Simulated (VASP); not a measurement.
Level of theory: PBEsol GGA, VASP's PBE PAW potentials (set 64) (plane waves; VASP).

Input for VASP

**POSCAR**
```
AlCr2C
12.5870840
  0.1117133753  -0.1934932679   0.0000000000
  0.1117133753   0.1934932679   0.0000000000
  0.0000000000   0.0000000000   0.9999999902
Al Cr C
2 4 2
Cart
  0.1117133753   0.0644978850   0.7499999926
  0.1117133753  -0.0644978850   0.2499999975
  0.1117133753   0.0644978850   0.0846734695
  0.1117133753  -0.0644978850   0.5846734645
  0.1117133753  -0.0644978850   0.9153265207
  0.1117133753   0.0644978850   0.4153265256
  0.0000000000   0.0000000000   0.0000000000
  0.0000000000   0.0000000000   0.4999999951
```

INCAR:
```
ALGO = Normal
EDIFF = 1E-7
ENCUT = 520
GGA = PS
ISIF = 2
ISMEAR = -5
LASPH = .TRUE.
LCHARG = .TRUE.
LEFG = .TRUE.
LMAXMIX = 4
LORBIT = 11
LREAL = .FALSE.
LWAVE = .FALSE.
NEDOS = 601
NELM = 100
PREC = Accurate
SYSTEM = AlCr2C
```

### KPOINTS
```
Automatic mesh
0
Gamma
14 14 3
0 0 0
```

POTCAR, in this order: Al Cr_pv C (PBE.64 set). Program: vasp_std.

The run wrote:

OSZICAR:
```
       N       E                     dE             d eps       ncg     rms          rms(c)
DAV:   1     0.751219514552E+03    0.75122E+03   -0.34034E+04  3560   0.189E+03
DAV:   2    -0.997784995812E+01   -0.76120E+03   -0.74351E+03  3557   0.560E+02
DAV:   3    -0.835807686124E+02   -0.73603E+02   -0.71800E+02  4819   0.164E+02
DAV:   4    -0.864084537943E+02   -0.28277E+01   -0.27606E+01  4457   0.295E+01
DAV:   5    -0.864757091642E+02   -0.67255E-01   -0.65738E-01  4483   0.473E+00    0.471E+01
DAV:   6    -0.775287782147E+02    0.89469E+01   -0.28179E+02  4750   0.109E+02    0.207E+01
DAV:   7    -0.709796894513E+02    0.65491E+01   -0.92763E+01  4597   0.635E+01    0.976E+00
DAV:   8    -0.703126153298E+02    0.66707E+00   -0.58982E+00  4543   0.151E+01    0.285E+00
DAV:   9    -0.702631687100E+02    0.49447E-01   -0.51143E-01  4689   0.430E+00    0.796E-01
DAV:  10    -0.702583863933E+02    0.47823E-02   -0.34278E-02  4552   0.144E+00    0.233E-01
DAV:  11    -0.702580560944E+02    0.33030E-03   -0.31873E-03  4904   0.300E-01    0.656E-02
DAV:  12    -0.702580396473E+02    0.16447E-04   -0.26992E-04  4754   0.146E-01    0.271E-02
DAV:  13    -0.702580450231E+02   -0.53758E-05   -0.77722E-05  5002   0.495E-02    0.114E-02
DAV:  14    -0.702580365783E+02    0.84447E-05   -0.27013E-05  4895   0.331E-02    0.536E-03
DAV:  15    -0.702580379429E+02   -0.13645E-05   -0.20320E-06  4401   0.973E-03    0.129E-03
DAV:  16    -0.702580386915E+02   -0.74862E-06   -0.26712E-07  3068   0.301E-03    0.462E-04
DAV:  17    -0.702580386355E+02    0.56041E-07   -0.30653E-08  2311   0.143E-03
   1 F= -.70258039E+02 E0= -.70258039E+02  d E =0.000000E+00
```

### OUTCAR
```
------------------------ aborting loop because EDIFF is reached ----------------------------------------
  FORCE on cell =-STRESS in cart. coord.  units (eV):
  Direction    XX          YY          ZZ          XY          YZ          ZX
  --------------------------------------------------------------------------------------
  Total       -0.0446275     -0.0446275     -0.0646558     -0.0000000      0.0000000      0.0000000
  in kB       -0.8293473     -0.8293475     -1.2015503     -0.0000000      0.0000000      0.0000000
  external PRESSURE =      -0.9534151 kB  Pullay stress =       0.0000000 kB
  volume of cell :       86.21
      direct lattice vectors                 reciprocal lattice vectors
     1.406145639 -2.435516017  0.000000000     0.355581944 -0.205295304  0.000000000
     1.406145639  2.435516017  0.000000000     0.355581944  0.205295304  0.000000000
     0.000000000  0.000000000 12.587083876     0.000000000  0.000000000  0.079446519
 POSITION                                       TOTAL-FORCE (eV/Angst)
 -----------------------------------------------------------------------------------
      1.40615      0.81184      9.44031         0.000000     -0.000000     -0.000000
      1.40615     -0.81184      3.14677         0.000000     -0.000000     -0.000000
      1.40615      0.81184      1.06579         0.000000     -0.000000     -0.048728
      1.40615     -0.81184      7.35933        -0.000000      0.000000     -0.048728
      1.40615     -0.81184     11.52129        -0.000000     -0.000000      0.048728
      1.40615      0.81184      5.22775        -0.000000      0.000000      0.048728
      0.00000      0.00000      0.00000         0.000000     -0.000000     -0.000000
      0.00000      0.00000      6.29354         0.000000     -0.000000     -0.000000
 -----------------------------------------------------------------------------------
    total drift:                                0.000094      0.000927     -0.000049
  FREE ENERGIE OF THE ION-ELECTRON SYSTEM (eV)
  ---------------------------------------------------
  free  energy   TOTEN  =       -70.2580386355 eV

  energy  without entropy=      -70.2580386355  energy(sigma->0) =      -70.25803864

 total charge

# of ion       s       p       d       tot
------------------------------------------
    1        0.414   0.408   0.000   0.822
    2        0.414   0.408   0.000   0.822
    3        0.346   6.438   4.416  11.200
    4        0.346   6.438   4.416  11.200
    5        0.346   6.438   4.416  11.200
    6        0.346   6.438   4.416  11.200
    7        0.904   1.582   0.000   2.486
    8        0.904   1.582   0.000   2.486
--------------------------------------------------
tot          4.020  29.731  17.664  51.415

 Electric field gradients after diagonalization (V/A^2)
 (convention: |V_zz| > |V_xx| > |V_yy|)
----------------------------------------------------------------------
 ion       V_xx      V_yy      V_zz     asymmetry (V_yy - V_xx)/ V_zz
----------------------------------------------------------------------
   1      16.995    16.995   -33.990       0.000
   2      16.995    16.995   -33.990       0.000
   3       1.536     1.531    -3.066       0.002
   4       1.536     1.531    -3.066       0.002
   5       1.536     1.531    -3.066       0.002
   6       1.536     1.531    -3.066       0.002
   7      -0.392    -0.392     0.784       0.000
   8      -0.392    -0.392     0.784       0.000
```
(Selected blocks of OUTCAR.)

For a metal the tetrahedron method with Blöchl corrections gives inexact stress and forces.

The compound is AlCr2C in the sg194 structure. It was relaxed first, which changed the volume by -5 %. The run is not spin-polarised, so no magnetic state was tried.
